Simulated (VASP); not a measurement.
A run of VASP 6.6.1 is set up as follows.

INCAR

```
PREC = Accurate
ENCUT = 520
EDIFF = 1E-6
ISMEAR = 0
SIGMA = 0.02
LREAL = False
LASPH = True
NELM = 80
ALGO = Fast
ISIF = 2
LWAVE = False
LCHARG = False
GGA = PS
NBANDS = 30
KPAR = 2
```

KPOINTS

```
Automatic mesh
0
Gamma
  12 8 8
```

Contents of POSCAR:

```
SiGeO4
1.0
    0.0000000000      0.0000000000      2.7901322500
    4.2799186900      0.0000000000      0.0000000000
    0.0000000000      4.2799186900      0.0000000000
Si Ge O
1 1 4
Direct
    0.5000000000      0.5000000000      0.5000000000
    0.0000000000      0.0000000000      0.0000000000
    0.0000000000      0.6942292300      0.6942292300
    0.5000000000      0.8057707700      0.1942292300
    0.0000000000      0.3057707700      0.3057707700
    0.5000000000      0.1942292300      0.8057707700
```

File KPOINTS_OPT:

```
path GXMGZRAZ,XR,MA
15
line-mode
reciprocal
 0.0000000000  0.0000000000  0.0000000000  G
 0.0000000000  0.0000000000  0.5000000000  X

 0.0000000000  0.0000000000  0.5000000000  X
 0.0000000000  0.5000000000  0.5000000000  M

 0.0000000000  0.5000000000  0.5000000000  M
 0.0000000000  0.0000000000  0.0000000000  G

 0.0000000000  0.0000000000  0.0000000000  G
 0.5000000000  0.0000000000  0.0000000000  Z

 0.5000000000  0.0000000000  0.0000000000  Z
 0.5000000000  0.0000000000  0.5000000000  R

 0.5000000000  0.0000000000  0.5000000000  R
 0.5000000000  0.5000000000  0.5000000000  A

 0.5000000000  0.5000000000  0.5000000000  A
 0.5000000000  0.0000000000  0.0000000000  Z

 0.0000000000  0.0000000000  0.5000000000  X
 0.5000000000  0.0000000000  0.5000000000  R

 0.0000000000  0.5000000000  0.5000000000  M
 0.5000000000  0.5000000000  0.5000000000  A
```

Potentials or basis: VASP PAW PBE potentials, release 64 (Si, Ge_d, O).

Command:

```bash
$ cat potpaw_PBE.64/Si/POTCAR potpaw_PBE.64/Ge_d/POTCAR potpaw_PBE.64/O/POTCAR > POTCAR
$ mpirun -np 2 vasp_std > vasp.out
```

(1) Predict the largest force.

(2) What does it give for the band gap along the path?

(3) Estimate the pressure.

Results:

(1) 2.490 eV/Å.

(2) 3.46 eV, direct.

(3) 4.6 GPa.

Caveat: the PAW data sets were made with another functional, which shifts forces and pressure a little.
